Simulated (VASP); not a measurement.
Computed with PBE GGA, VASP's PBE PAW potentials (set 64) (plane waves; VASP).

The input files of a VASP run:

**INCAR**
```
SYSTEM=LaB
PREC=Accurate; ENCUT=520; LREAL=F
LASPH=T
EDIFF=1E-6; NELM=100; ALGO=Normal
LMAXMIX=6
ISMEAR=1; SIGMA=0.1
GGA=PE
IBRION=2; NSW=60; ISIF=3
EDIFFG=-0.01
LWAVE=F; LCHARG=F
```

**POSCAR**
```
LaB
1
    0.0000000000     3.1428000000     3.1428000000
    3.1428000000     0.0000000000     3.1428000000
    3.1428000000     3.1428000000     0.0000000000
La B
1 1
Direct
  0.0000000000   0.0000000000   0.0000000000
  0.5000000000   0.5000000000   0.5000000000
```

File KPOINTS:
```
Automatic mesh
0
Gamma
9 9 9
0 0 0
```

POTCAR, in this order: La B (PBE.64 set). Program: vasp_std.

Output

File OSZICAR:
```
       N       E                     dE             d eps       ncg     rms          rms(c)
DAV:   1     0.128550112812E+03    0.12855E+03   -0.49782E+03   770   0.158E+03
DAV:   2    -0.349699749022E+00   -0.12890E+03   -0.12655E+03  1162   0.223E+02
DAV:   3    -0.958753060865E+01   -0.92378E+01   -0.89921E+01  1084   0.951E+01
DAV:   4    -0.100360847936E+02   -0.44855E+00   -0.43944E+00  1388   0.177E+01
DAV:   5    -0.100688979635E+02   -0.32813E-01   -0.32357E-01  1246   0.451E+00    0.291E+00
DAV:   6    -0.976970629239E+01    0.29919E+00   -0.19591E+00  1385   0.630E+00    0.143E+00
DAV:   7    -0.978407479854E+01   -0.14369E-01   -0.69073E-02  1252   0.233E+00    0.833E-01
DAV:   8    -0.979587722058E+01   -0.11802E-01   -0.34501E-02  1236   0.206E+00    0.183E-01
DAV:   9    -0.979597183412E+01   -0.94614E-04   -0.29042E-03  1420   0.707E-01    0.732E-02
DAV:  10    -0.979589523789E+01    0.76596E-04   -0.24955E-04  1452   0.185E-01    0.274E-02
DAV:  11    -0.979589342312E+01    0.18148E-05   -0.18571E-05  1508   0.317E-02    0.158E-02
DAV:  12    -0.979589407698E+01   -0.65386E-06   -0.13444E-05  1524   0.361E-02    0.233E-03
DAV:  13    -0.979589413412E+01   -0.57138E-07   -0.53151E-07   729   0.942E-03
   1 F= -.97958941E+01 E0= -.97970487E+01  d E =-.979589E+01
       N       E                     dE             d eps       ncg     rms          rms(c)
DAV:   1    -0.168071798347E+02   -0.70113E+01   -0.22290E+02   866   0.179E+02    0.121E+01
DAV:   2    -0.118593782460E+02    0.49478E+01   -0.10208E+01  1158   0.499E+01    0.621E+00
DAV:   3    -0.104069014801E+02    0.14525E+01   -0.90561E+00  1257   0.287E+01    0.152E+00
DAV:   4    -0.104058658033E+02    0.10357E-02   -0.83755E-01  1165   0.122E+01    0.580E-01
DAV:   5    -0.104353569577E+02   -0.29491E-01   -0.90383E-02  1370   0.257E+00    0.656E-01
DAV:   6    -0.104363031825E+02   -0.94622E-03   -0.84527E-03  1069   0.618E-01    0.677E-01
DAV:   7    -0.104462687218E+02   -0.99655E-02   -0.81044E-03  1447   0.730E-01    0.589E-01
DAV:   8    -0.104524180449E+02   -0.61493E-02   -0.15146E-02  1305   0.124E+00    0.494E-01
DAV:   9    -0.104513831523E+02    0.10349E-02   -0.59569E-04  1202   0.215E-01    0.503E-01
DAV:  10    -0.104517275373E+02   -0.34438E-03   -0.28544E-04  1323   0.168E-01    0.548E-01
DAV:  11    -0.104518900900E+02   -0.16255E-03   -0.11729E-05  1468   0.304E-02    0.564E-01
DAV:  12    -0.104516585332E+02    0.23156E-03   -0.12284E-04  1245   0.168E-01    0.490E-01
DAV:  13    -0.104509737133E+02    0.68482E-03   -0.34778E-04  1256   0.243E-01    0.385E-01
DAV:  14    -0.104498887837E+02    0.10849E-02   -0.83757E-04  1301   0.342E-01    0.231E-01
DAV:  15    -0.104491685483E+02    0.72024E-03   -0.11099E-03  1317   0.386E-01    0.627E-02
DAV:  16    -0.104491101840E+02    0.58364E-04   -0.13142E-04  1404   0.127E-01    0.141E-02
DAV:  17    -0.104491090940E+02    0.10900E-05   -0.19654E-05  1380   0.403E-02    0.269E-03
DAV:  18    -0.104491101674E+02   -0.10734E-05   -0.17028E-06   867   0.122E-02    0.553E-04
DAV:  19    -0.104491105180E+02   -0.35061E-06   -0.19402E-07   565   0.680E-03
   2 F= -.10449111E+02 E0= -.10448261E+02  d E =-.653216E+00
```

OUTCAR:
```
------------------------ aborting loop because EDIFF is reached ----------------------------------------
  FORCE on cell =-STRESS in cart. coord.  units (eV):
  Direction    XX          YY          ZZ          XY          YZ          ZX
  --------------------------------------------------------------------------------------
  Total       -0.0053544     -0.0053544     -0.0053544      0.0000000     -0.0000000      0.0000000
  in kB       -0.1877341     -0.1877341     -0.1877341      0.0000000     -0.0000000      0.0000000
  external PRESSURE =      -0.1877341 kB  Pullay stress =       0.0000000 kB
  volume of cell :       45.70
      direct lattice vectors                 reciprocal lattice vectors
    -0.000000000  2.837585899  2.837585899    -0.176206119  0.176206119  0.176206119
     2.837585899  0.000000000  2.837585899     0.176206119 -0.176206119  0.176206119
     2.837585899  2.837585899  0.000000000     0.176206119  0.176206119 -0.176206119
 POSITION                                       TOTAL-FORCE (eV/Angst)
 -----------------------------------------------------------------------------------
      5.67517      2.83759      2.83759         0.000000     -0.000000      0.000000
      2.83759      2.83759      2.83759        -0.000000      0.000000     -0.000000
 -----------------------------------------------------------------------------------
    total drift:                               -0.000000      0.000000      0.000000
  FREE ENERGIE OF THE ION-ELECTRON SYSTEM (eV)
  ---------------------------------------------------
  free  energy   TOTEN  =       -10.4491105180 eV

  energy  without entropy=      -10.4465615399  energy(sigma->0) =      -10.44826086

 reached required accuracy - stopping structural energy minimisation
```
(Selected blocks of OUTCAR.)

**CONTCAR**
```
LaB
   1.00000000000000
    -0.0000000000000000    2.8375858993429199    2.8375858993429199
     2.8375858993429199    0.0000000000000000    2.8375858993429199
     2.8375858993429199    2.8375858993429199    0.0000000000000000
  La              B
     1     1
Direct
     0.0000000000000000    1.0000000000000000    1.0000000000000000
     0.5000000000000000    0.5000000000000000    0.5000000000000000
```

Energy and stress use the plane-wave basis of the starting cell.

The structure was generated: LaB was put into the rock salt type (Fm-3m), which need not be its known phase. This run relaxes it. Symmetry was kept, so distortions that lower it aren't found.
